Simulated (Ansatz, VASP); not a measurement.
# Two plane-wave programs on ReS

File INCAR:

```
SYSTEM = ReS
ALGO     = Normal         ! electronic algorithm
EDIFF    = 1E-6           ! SCF threshold, eV
ENCUT    = 520            ! plane-wave cutoff, eV
GGA      = PE             ! functional
ISIF     = 2              ! what is computed and relaxed
ISMEAR   = 0              ! smearing method
ISPIN    = 2              ! spin polarisation
LASPH    = .True.         ! aspherical terms in the spheres
LCHARG   = .False.        ! write CHGCAR
LMAXMIX  = 4              ! l up to which the mixer works
LORBIT   = 11             ! projections on sites
LREAL    = .False.        ! projectors in reciprocal space
LWAVE    = .False.        ! write WAVECAR
MAGMOM   = 3.5 0          ! initial moments
NBANDS   = 18             ! bands
NELM     = 150            ! most SCF steps
PREC     = Accurate       ! precision mode
SIGMA    = 0.1            ! smearing width, eV
```

File KPOINTS:

```
k-points
0
Gamma
  14 14 14
  0 0 0
```

Contents of POSCAR:

```
ReS
1.0
    0.0000000000      2.3942221231      2.3942221231
    2.3942221231      0.0000000000      2.3942221231
    2.3942221231      2.3942221231      0.0000000000
Re S
1 1
Direct
    0.0000000000      0.0000000000      0.0000000000
    0.5000000000      0.5000000000      0.5000000000
```

Input for Ansatz:

```yaml
crystal:
  lattice:
    - [0.0, 2.3942221242, 2.3942221242]
    - [2.3942221242, 0.0, 2.3942221242]
    - [2.3942221242, 2.3942221242, 0.0]
  atoms:
    - { symbol: Re, position: [0.0, 0.0, 0.0], spin: 3.5 }
    - { symbol: S, position: [0.5, 0.5, 0.5] }
basis:
  ecutwfc: 420
kpoints:
  mp_grid: { grid: [14, 14, 14] }
hamiltonian:
  xc: pbe
scf:
  occupations: { method: gaussian, width: 0.1 }
output:
  forces: true
  stress: true
  eigenvalues: true
  populations: true
magnetization:
  spin_polarized: true
```

Alike in both runs: task single point; functional PBE; k mesh 14 × 14 × 14; occupations gaussian, width 0.1 eV; collinear spin.

```csv
,VASP,Ansatz
version,VASP 6.6.1,Ansatz 0.2.0
potentials or method,"VASP PAW PBE potentials, release 64 (Re, S)","scalar-relativistic, plane waves, PAW"
plane-wave cutoff (eV),520,420
valence electrons in the cell,13,21
```

VASP gave:

| Item | Value |
| --- | --- |
| gap on the k mesh at the Fermi level (eV) | none |
| pressure (GPa) | 22.3 |
| net moment per atom (μB) | 0.00 |

Which values does Ansatz return?

gap on the k mesh at the Fermi level (eV): none; pressure (GPa): 20.2; net moment per atom (μB): 0.00.

A gap of «none» marks a metal or a gap that the smearing closes. The two sets of potentials don't hold the same shells in valence. Ansatz warned: «seeded_moment_not_kept».

Caveats: so large a pressure means that the cell lies far from this level's equilibrium, or that cutoff or potentials fall short (VASP). The runs have no spin-orbit coupling, so splittings on Re are missing.
